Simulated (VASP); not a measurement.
```
YN
1.0
    0.00000     2.41683     2.41683
    2.41683     0.00000     2.41683
    2.41683     2.41683     0.00000
Y N
1 1
Direct
  0.00000   0.00000   0.00000
  0.50000   0.50000   0.50000
```

These are MS2 meta-GGA, VASP's PBE PAW potentials (set 64) (plane waves; VASP 6.6.1) values and carry that method's errors. Numerical set-up: 520 eV cut-off, 9×9×9 Γ-centred mesh, Gaussian smearing of 0.050 eV, potentials Y_sv N.

Problem. Give the stress tensor in GPa (positive for a compressed cell).

Solution. 
```
5.54  0.00  0.00
0.00  5.54  0.00
0.00  0.00  5.54
```
The pressure is its mean diagonal, 5.54 GPa.

The compound is YN in the rock salt structure. This cell is one point of a volume scan, at 0.97 of the reference volume.
